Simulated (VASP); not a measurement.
These are vdW-DF2, VASP's PBE PAW potentials (set 64) (plane waves; VASP) values and carry that method's errors.

Input for VASP

### KPOINTS
```
Automatic mesh
0
Gamma
4 4 4
0 0 0
```

### INCAR
```
SYSTEM  =  CsPbBr3
PREC  =  Accurate; ENCUT  =  520; LREAL  =  F
LASPH  =  T
EDIFF  =  1E-6; NELM  =  100; ALGO  =  Normal
LMAXMIX  =  4
ISMEAR  =  0; SIGMA  =  0.05
GGA  =  ML; LUSE_VDW  =  T; AGGAC  =  0.0
ZAB_VDW  =  -1.8867
IBRION  =  2; NSW  =  60; ISIF  =  3
EDIFFG  =  -0.02
LWAVE  =  F; LCHARG  =  F
```

### POSCAR
```
CsPbBr3
1
    6.0907801901    -0.0000000000    -0.0000000000
    0.0000000000     6.0907801901    -0.0000000000
    0.0000000000    -0.0000000000     6.0907801901
Cs Pb Br
1 1 3
Direct
  0.0000000000   0.0000000000   0.0000000000
  0.5000000000   0.5000000000   0.5000000000
  0.5000000000   0.0000000000   0.5000000000
  0.0000000000   0.5000000000   0.5000000000
  0.5000000000   0.5000000000   0.0000000000
```

POTCAR, in this order: Cs_sv Pb_d Br (PBE.64 set). Program: vasp_std.

Output

OUTCAR:
```
 ion  position               nearest neighbor table
   1  0.000  0.000  0.000-
   2  0.500  0.500  0.500-   3 3.05   4 3.05   5 3.05   5 3.05   3 3.05   4 3.05
   3  0.500  0.000  0.500-   2 3.05   2 3.05
   4  0.000  0.500  0.500-   2 3.05   2 3.05
   5  0.500  0.500  0.000-   2 3.05   2 3.05
  LATTYP: Found a simple cubic cell.
 ALAT       =     6.0907801901
 Subroutine PRICEL returns:
 Original cell was already a primitive cell.
 Subroutine GETGRP returns: Found 48 space group operations
The static configuration has the point symmetry O_h .
The dynamic configuration has the point symmetry O_h .
 Subroutine INISYM returns: Found 48 space group operations
 Subroutine IBZKPT returns following result:
 Found     10 irreducible k-points:

 Following reciprocal coordinates:
            Coordinates               Weight
  0.000000  0.000000  0.000000      1.000000
  0.250000  0.000000  0.000000      6.000000
  0.500000  0.000000  0.000000      3.000000
  0.250000  0.250000  0.000000     12.000000
  0.500000  0.250000  0.000000     12.000000
  0.500000  0.500000  0.000000      3.000000
  0.250000  0.250000  0.250000      8.000000
  0.500000  0.250000  0.250000     12.000000
  0.500000  0.500000  0.250000      6.000000
  0.500000  0.500000  0.500000      1.000000
   k-points           NKPTS =     10   k-points in BZ     NKDIM =     10   number of bands    NBANDS=     26
   number of dos      NEDOS =    301   number of ions     NIONS =      5
   total plane-waves  NPLWV = 110592
   dimension x,y,z NGX =    48 NGY =   48 NGZ =   48
   dimension x,y,z NGXF=    96 NGYF=   96 NGZF=   96
   ions per type =               1   1   3
   PREC   = accura    normal or accurate (medium, high low for compatibility)
   ISTART =      0    job   : 0-new  1-cont  2-samecut
   ICHARG =      2    charge: 1-file 2-atom 10-const
   ISPIN  =      1    spin polarized calculation?
   LNONCOLLINEAR =      F non collinear calculations
   LSORBIT =      F    spin-orbit coupling
   INIWAV =      1    electr: 0-lowe 1-rand  2-diag
   ENCUT  =  520.0 eV  38.22 Ry    6.18 a.u.  11.32 11.32 11.32*2*pi/ulx,y,z
   NELM   =    100;   NELMIN=  2; NELMDL= -5     # of ELM steps
   EDIFF  = 0.1E-05   stopping-criterion for ELM
   LREAL  =      F    real-space projection
   NLSPLINE    = F    spline interpolate recip. space projectors
   LMAXMIX     =    4 max onsite mixed and CHGCAR
   VOSKOWN=      0    Vosko Wilk Nusair interpolation
   EDIFFG = -.2E-01   stopping-criterion for IOM
   NSW    =     60    number of steps for IOM
   NBLOCK =      1;   KBLOCK =     60    inner block; outer block
   IBRION =      2    ionic relax: 0-MD 1-quasi-New 2-CG
   NFREE  =      1    steps in history (QN), initial steepest desc. (CG)
   ISIF   =      3    stress and relaxation
   ISYM   =      2    0-nonsym 1-usesym 2-fastsym
   TEIN   =    0.0    initial temperature
   TEBEG  =    0.0;   TEEND  =   0.0 temperature during run
   SMASS  =  -3.00    Nose mass-parameter (am)
   PSTRESS=    0.0 pullay stress
   NELECT =      44.0000    total number of electrons
   EFERMI =   0.00;   METHOD = LEGACY
   ISMEAR =     0;   SIGMA  =   0.05  broadening in eV -4-tet -1-fermi 0-gaus
   IALGO  =     38    algorithm
   LDIAG  =      T    sub-space diagonalisation (order eigenvalues)
   IMIX   =      4    mixing-type and parameters
     AMIX     =   0.40;   BMIX     =  1.00
     AMIX_MAG =   1.60;   BMIX_MAG =  1.00
     AMIN     =   0.10
   GGA     = ML    functional components
   VOSKOWN =     0    Vosko Wilk Nusair interpolation
   LHFCALC =     F    Hartree Fock is set to
   LHFONE  =     F    Hartree Fock one center treatment
   AEXX    =    0.0000 exact exchange contribution
   LUSE_VDW   =     T    switch on vdW DFT
...
```

**OSZICAR**
```
       N       E                     dE             d eps       ncg     rms          rms(c)
DAV:   1     0.410363334131E+03    0.41036E+03   -0.18529E+04   520   0.147E+03
DAV:   2     0.454472315604E+02   -0.36492E+03   -0.35709E+03   640   0.322E+02
DAV:   3    -0.386934960962E+01   -0.49317E+02   -0.48091E+02   622   0.130E+02
DAV:   4    -0.601902692749E+01   -0.21497E+01   -0.21447E+01   664   0.354E+01
DAV:   5    -0.607172785674E+01   -0.52701E-01   -0.52659E-01   682   0.472E+00    0.380E+00
DAV:   6    -0.519204684925E+01    0.87968E+00   -0.16700E+00   682   0.138E+01    0.187E+00
DAV:   7    -0.509496483610E+01    0.97082E-01   -0.72731E-01   728   0.475E+00    0.986E-01
DAV:   8    -0.508907535218E+01    0.58895E-02   -0.89128E-02   602   0.223E+00    0.251E-01
DAV:   9    -0.508623170638E+01    0.28436E-02   -0.16756E-02   732   0.915E-01    0.102E-01
DAV:  10    -0.508643900065E+01   -0.20729E-03   -0.13917E-03   570   0.249E-01    0.525E-02
DAV:  11    -0.508653973647E+01   -0.10074E-03   -0.23994E-04   626   0.145E-01    0.862E-03
DAV:  12    -0.508654510387E+01   -0.53674E-05   -0.13290E-05   636   0.323E-02    0.359E-03
DAV:  13    -0.508654536994E+01   -0.26606E-06   -0.15321E-06   474   0.134E-02
   1 F= -.50865454E+01 E0= -.50865454E+01  d E =-.508655E+01
```

File OUTCAR:
```
------------------------ aborting loop because EDIFF is reached ----------------------------------------
  FORCE on cell =-STRESS in cart. coord.  units (eV):
  Direction    XX          YY          ZZ          XY          YZ          ZX
  --------------------------------------------------------------------------------------
  Total       -0.0192388     -0.0192388     -0.0192388     -0.0000000     -0.0000000      0.0000000
  in kB       -0.1364172     -0.1364172     -0.1364172     -0.0000000     -0.0000000      0.0000000
  external PRESSURE =      -0.1364172 kB  Pullay stress =       0.0000000 kB
  volume of cell :      225.95
      direct lattice vectors                 reciprocal lattice vectors
     6.090780190  0.000000000  0.000000000     0.164182579  0.000000000  0.000000000
     0.000000000  6.090780190  0.000000000     0.000000000  0.164182579  0.000000000
     0.000000000  0.000000000  6.090780190     0.000000000  0.000000000  0.164182579
 POSITION                                       TOTAL-FORCE (eV/Angst)
 -----------------------------------------------------------------------------------
      0.00000      0.00000      0.00000         0.000000      0.000000      0.000000
      3.04539      3.04539      3.04539         0.000000      0.000000      0.000000
      3.04539      0.00000      3.04539         0.000000      0.000000      0.000000
      0.00000      3.04539      3.04539         0.000000      0.000000      0.000000
      3.04539      3.04539      0.00000         0.000000      0.000000      0.000000
 -----------------------------------------------------------------------------------
    total drift:                                0.000000     -0.000000     -0.000000
  FREE ENERGIE OF THE ION-ELECTRON SYSTEM (eV)
  ---------------------------------------------------
  free  energy   TOTEN  =        -5.0865453699 eV

  energy  without entropy=       -5.0865453699  energy(sigma->0) =       -5.08654537

 reached required accuracy - stopping structural energy minimisation
```
(Selected blocks of OUTCAR.)

**OUTCAR**
```
 val. band max:       -0.0743915870   @ k =   0.5000   0.5000   0.5000

 cond. band min:       1.8753372872   @ k =   0.5000   0.5000   0.5000


 Fermi energy:         0.2033223838

 k-point     1 :       0.0000    0.0000    0.0000
  band No.  band energies     occupation
      1     -21.0052      2.00000
      2     -16.5176      2.00000
      3     -16.5176      2.00000
      4     -16.4268      2.00000
      5     -16.4268      2.00000
      6     -16.4268      2.00000
      7     -14.0258      2.00000
      8     -13.5543      2.00000
      9     -13.5543      2.00000
     10      -7.7760      2.00000
     11      -7.7760      2.00000
     12      -7.7760      2.00000
     13      -6.8623      2.00000
     14      -3.3635      2.00000
     15      -3.3635      2.00000
     16      -3.3635      2.00000
     17      -1.4708      2.00000
     18      -1.4708      2.00000
     19      -1.4708      2.00000
     20      -1.3899      2.00000
     21      -1.3899      2.00000
     22      -1.3899      2.00000
     23       3.0173      0.00000
     24       4.3345      0.00000
     25       4.3345      0.00000
     26       5.2649      0.00000

 k-point     2 :       0.2500    0.0000    0.0000
  band No.  band energies     occupation
      1     -21.0050      2.00000
      2     -16.5176      2.00000
      3     -16.5014      2.00000
      4     -16.4271      2.00000
      5     -16.4271      2.00000
      6     -16.4268      2.00000
      7     -13.9767      2.00000
      8     -13.6306      2.00000
      9     -13.5537      2.00000
     10      -7.7750      2.00000
     11      -7.7723      2.00000
     12      -7.7723      2.00000
     13      -7.1409      2.00000
     14      -3.3215      2.00000
     15      -3.3215      2.00000
     16      -2.6297      2.00000
     17      -1.5293      2.00000
     18      -1.5293      2.00000
     19      -1.5284      2.00000
     20      -1.4349      2.00000
     21      -1.4349      2.00000
     22      -1.4149      2.00000
...
```

Unless said otherwise, spin-orbit coupling is left out, though it shifts the bands of the heavy elements here.

The compound is CsPbBr3 in the cubic perovskite structure, the ideal cubic form; the compound distorts at low or room temperature. It was relaxed first, which changed the volume by +12 %. The start is the result of an earlier pass.
